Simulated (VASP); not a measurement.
Consider the following.

```yaml
crystal:
  lattice:
    - [4.70000, 0.00000, 0.00000]
    - [0.00000, 4.70000, 0.00000]
    - [0.00000, 0.00000, 3.13000]
  atoms:
    - { symbol: Zn, position: [0.00000, 0.00000, 0.00000] }
    - { symbol: Zn, position: [0.50000, 0.50000, 0.50000] }
    - { symbol: F, position: [0.30300, 0.30300, 0.00000] }
    - { symbol: F, position: [0.80300, 0.19700, 0.50000] }
    - { symbol: F, position: [0.19700, 0.80300, 0.50000] }
    - { symbol: F, position: [0.69700, 0.69700, 0.00000] }
```

Level of theory: PBE GGA, VASP's PBE PAW potentials (set 64) (plane waves; VASP). Settings: 400 eV cut-off, 5×5×7 Γ-centred mesh, Fermi-Dirac smearing of 0.010 eV, potentials Zn F.

At this cut-off the stress carries a Pulay error, which pulls relaxed volumes low.

Task: Predict the energy per atom (σ→0), pressure, band gap (on the k-mesh) with the smallest direct gap where there is one.

Result: 
The band gap (on the k-mesh) comes out as 3.51 eV and the smallest direct gap (on the k-mesh) is 3.51 eV. The energy per atom (σ→0) comes out as -3.870 eV/atom. The pressure is -3.60 GPa.

The structure is a typed ZnF2 crystal (P4_2/mnm). The cell was not relaxed at this level.
